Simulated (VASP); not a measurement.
A VASP calculation is set up with these files.

**POSCAR**
```
Y
1.0
  3.5661790000   0.0000000000   0.0000000000
 -1.7830900000   3.0884020000   0.0000000000
  0.0000000000   0.0000000000  11.4742050000
Y
4
direct
  0.0000000000   0.0000000000   0.0000000000
  0.0000000000   0.0000000000   0.5000000000
  0.3333330000   0.6666670000   0.2500000000
  0.6666670000   0.3333330000   0.7500000000
```

### KPOINTS
```
Automatic
0
G
14 14 4
0 0 0
```

### INCAR
```
SYSTEM = Y
PREC = Accurate; ENCUT = 300; LREAL = F
LASPH = T; NBANDS = 26
EDIFF = 1E-6; NELM = 100; ALGO = Normal
LMAXMIX = 4
ISMEAR = 1; SIGMA = 0.2
GGA = PE
ISIF = 2
LWAVE = F; LCHARG = F
```

POTCAR, in this order: Y_sv (PBE.64 set). Program: vasp_std.

Question: Write an equivalent input for Quantum ESPRESSO's pw.x.

Answer: One equivalent input (not run):
```
&CONTROL
  calculation = 'scf'
  pseudo_dir = './pseudo'
  outdir = './out'
  tprnfor = .true.
  tstress = .true.
/
&SYSTEM
  ibrav = 0
  nat = 4
  ntyp = 1
  ecutwfc = 72
  occupations = 'smearing'
  smearing = 'methfessel-paxton'
  degauss = 0.0147
  input_dft = 'pbe'
/
&ELECTRONS
  conv_thr = 7.3e-08
  electron_maxstep = 100
/
ATOMIC_SPECIES
  Y 88.906 Y.upf
CELL_PARAMETERS angstrom
     3.5661790    0.0000000    0.0000000
    -1.7830900    3.0884020    0.0000000
     0.0000000    0.0000000   11.4742050
ATOMIC_POSITIONS crystal
  Y    0.0000000  0.0000000  0.0000000
  Y    0.0000000  0.0000000  0.5000000
  Y    0.3333330  0.6666670  0.2500000
  Y    0.6666670  0.3333330  0.7500000
K_POINTS automatic
  14 14 4 0 0 0
```
Limits of the translation: the potentials are each code's own (VASP's PAW set, PseudoDojo norm-conserving files in pw.x), so ENCUT and ecutwfc are chosen apart and not converted; conv_thr bounds pw.x's estimated SCF error, while EDIFF bounds the energy change between steps; the number of bands isn't carried over, since the valence differs with the files.

The structure was generated: Y was put into an ordered model structure, which need not be its known phase. The cell was not relaxed at this level. The run is one of a series of settings (NBANDS = 26 against the base run), some of them coarse on purpose.
